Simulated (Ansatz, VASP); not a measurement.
# One calculation of Rb3Hg, two programs

INCAR

```
  PREC = Accurate
  ENCUT = 520
  EDIFF = 1E-6
  ISMEAR = -1
  SIGMA = 0.3
  LREAL = False
  LASPH = True
  NELM = 100
  ALGO = Normal
  ISIF = 2
  LWAVE = False
  LCHARG = False
  GGA = CA
  NBANDS = 28
```

Contents of KPOINTS:

```
regular mesh
0
Gamma
  4 4 4
```

Contents of POSCAR:

```
Rb3Hg
1.0
    0.0000000000      4.9589694689      4.9589694689
    4.9589694689      0.0000000000      4.9589694689
    4.9589694689      4.9589694689      0.0000000000
Rb Hg
3 1
Direct
    0.2500000000      0.2500000000      0.2500000000
    0.7500000000      0.7500000000      0.7500000000
    0.5000000000      0.5000000000      0.5000000000
    0.0000000000      0.0000000000      0.0000000000
```

Input for Ansatz:

```yaml
crystal:
  lattice:
    - [0.0, 4.958969468944203, 4.958969468944203]
    - [4.958969468944203, 0.0, 4.958969468944203]
    - [4.958969468944203, 4.958969468944203, 0.0]
  atoms:
    - { symbol: Rb, position: [0.25, 0.25, 0.25] }
    - { symbol: Rb, position: [0.75, 0.75, 0.75] }
    - { symbol: Rb, position: [0.5, 0.5, 0.5] }
    - { symbol: Hg, position: [0.0, 0.0, 0.0] }
basis:
  ecutwfc: 500.0
kpoints:
  mp_grid:
    grid: [4, 4, 4]
hamiltonian:
  xc: lda
scf:
  occupations:
    method: fermi_dirac
    width: 0.3
output:
  stress: true
```

The cell comes from a database or a generator and needn't be the stable form of this composition.

Alike in both runs: task single point; functional LDA; k mesh 4 × 4 × 4; occupations fermi-dirac, width 0.3 eV; no spin polarisation.

|  | VASP | Ansatz |
| --- | --- | --- |
| version | VASP 6.6.1 | Ansatz 0.2.0 |
| potentials or method | VASP PAW LDA potentials, release 64 (Rb_sv, Hg) | plane waves, PAW |
| plane-wave cutoff (eV) | 520 | 500 |
| valence electrons in the cell | 39 | 47 |

```tsv
	VASP	Ansatz	Ansatz less VASP
pressure (GPa)	-0.8	-0.8	+0.01
```

The two sets of potentials don't hold the same shells in valence.

The runs have no spin-orbit coupling, so splittings on Hg are missing.
